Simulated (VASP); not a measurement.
## HfIn4SiO6: band structure with r2SCAN

The system is HfIn4SiO6.

```
Hf In Si O
1.0
     2.68759   -4.65099    0.00796
     2.68759    4.65099    0.00796
    -1.86010    0.00000    7.24082
Hf In Si O
1 4 1 6
Cartesian
  2.6876 -2.6815 0.0080
  1.7575 -1.1301 3.6284
  2.6876 0.4188 0.0080
  1.7575 2.0024 3.6284
  1.7575 -4.2582 3.6284
  2.6876 3.5194 0.0080
  -1.1363 0.2431 6.2707
  4.6514 0.2431 0.9860
  1.9679 -1.1950 6.2792
  1.5471 -1.1950 0.9775
  1.8548 2.2079 0.9779
  1.6603 2.2079 6.2788
```

The cell was built by a generator and needn't be a form met in nature.

```
Program                : VASP 6.6.1
Task                   : band structure
Functional             : r2SCAN
Potentials or basis    : VASP PAW PBE potentials, release 64 (Hf_pv, In_d, Si, O)
Cutoff                 : 520 eV
k mesh                 : 6 × 6 × 4
Occupations            : fermi-dirac, width 0.05 eV
Spin                   : no spin polarisation
Further INCAR settings : ALGO = Normal; EDIFF = 1e-07
```

```
Pressure                : 0.1 GPa
Largest force           : 0.020 eV/Å
Band gap along the path : none (metal or under the smearing width)
```

Forces on the atoms (eV/Å):
```
Hf   0.000  0.002  0.000
In   0.000  0.000  0.000
In   0.000 -0.002  0.000
In   0.000  0.007  0.000
In   0.000 -0.007  0.000
Si   0.000  0.000  0.000
O   -0.004  0.006 -0.018
O    0.004  0.006  0.018
O   -0.003 -0.005 -0.018
O    0.003 -0.005  0.018
O   -0.003  0.000  0.018
O    0.003  0.000 -0.018
```

Levels at the corners of the path, in eV from the Fermi level:
```
point  band 47  band 48  band 49  band 50  band 51  band 52  band 53  band 54  band 55  band 56
    Γ    -4.41    -4.33    -0.63    -0.53    -0.42    -0.40    -0.22    -0.22     0.63     0.94
    Y    -4.53    -4.39    -4.08    -4.02     1.32     1.42     1.46     2.04     2.18     2.29
    Y    -4.53    -4.39    -4.08    -4.02     1.32     1.42     1.46     2.04     2.18     2.29
    F    -4.57    -4.34    -3.86    -3.77     0.94     1.24     1.56     1.77     2.40     2.50
    F    -4.57    -4.34    -3.86    -3.77     0.94     1.24     1.56     1.77     2.40     2.50
    H    -4.67    -4.15    -3.94    -3.88     1.15     1.31     1.55     1.68     1.88     2.42
    H    -4.67    -4.15    -3.94    -3.88     1.15     1.31     1.55     1.68     1.88     2.42
    Z    -4.33    -4.05    -1.12    -0.62    -0.42    -0.34    -0.30    -0.25    -0.21     1.63
    Z    -4.33    -4.05    -1.12    -0.62    -0.42    -0.34    -0.30    -0.25    -0.21     1.63
    I    -4.34    -3.97    -3.77    -2.67    -1.91     0.92     1.46     2.02     2.05     2.36
    I    -4.34    -3.97    -3.77    -2.67    -1.91     0.92     1.46     2.02     2.05     2.36
   F1    -4.57    -4.34    -3.86    -3.77     0.94     1.24     1.56     1.77     2.40     2.50
   H1    -4.67    -4.15    -3.94    -3.88     1.15     1.31     1.55     1.68     1.88     2.42
   Y1    -4.53    -4.39    -4.08    -4.02     1.32     1.42     1.46     2.04     2.18     2.29
   Y1    -4.53    -4.39    -4.08    -4.02     1.32     1.42     1.46     2.04     2.18     2.29
    X    -4.40    -4.39    -4.27    -2.60    -1.76     1.27     1.63     1.67     2.06     2.40
    X    -4.40    -4.39    -4.27    -2.60    -1.76     1.27     1.63     1.67     2.06     2.40
    Γ    -4.41    -4.33    -0.63    -0.53    -0.42    -0.40    -0.22    -0.22     0.63     0.94
    Γ    -4.41    -4.33    -0.63    -0.53    -0.42    -0.40    -0.22    -0.22     0.63     0.94
    N    -4.35    -4.32    -4.08    -2.67    -1.93     1.21     1.55     1.90     2.07     2.22
    M    -4.34    -4.07    -3.87    -2.57    -1.74     1.00     1.40     1.96     2.06     2.22
    Γ    -4.41    -4.33    -0.63    -0.53    -0.42    -0.40    -0.22    -0.22     0.63     0.94
```

Wall time 25 min on 4 MPI ranks on AMD EPYC 9R14 (Zen 4), on a shared host, peak memory 0.83 GiB a rank.

Caveat: the PAW data sets were made with another functional, which shifts forces and pressure a little; spin-orbit coupling is left out, which moves the levels of the heavy elements.
